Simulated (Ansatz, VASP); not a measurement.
## Two plane-wave programs on PW2

```
P W
1.0
     4.95276    0.00000    0.00000
     0.00000    4.95276    0.00000
     0.00000    0.00000    3.15863
P W
2 4
Direct
  0.00000 0.00000 0.00000
  0.50000 0.50000 0.50000
  0.30580 0.30580 0.00000
  0.19420 0.80580 0.50000
  0.69420 0.69420 0.00000
  0.80580 0.19420 0.50000
```

The cell was built by a generator and needn't be a form met in nature.

Alike in both runs: task single point; functional r2SCAN; k mesh 7 × 7 × 11; occupations fermi-dirac, width 0.0362 eV; no spin polarisation.

|  | VASP | Ansatz |
| --- | --- | --- |
| version | VASP 6.6.1 | Ansatz 0.2.0 |
| potentials or method | VASP PAW PBE potentials, release 64 (P, W_sv) | PAW plane waves |
| plane-wave cutoff (eV) | 520 | 500 |
| valence electrons in the cell | 66 | 66 |

Ansatz gave:

- rms of the force components (eV/Å): 1.931

**Question.** Which values does VASP return?

**Answer.** rms of the force components (eV/Å): 1.940.

Atom by atom the forces differ by 0.009 eV/Å (rms over components).

Caveats: the PAW data sets were made with another functional, which shifts forces and pressure a little (VASP). The runs have no spin-orbit coupling, so splittings on W are missing.
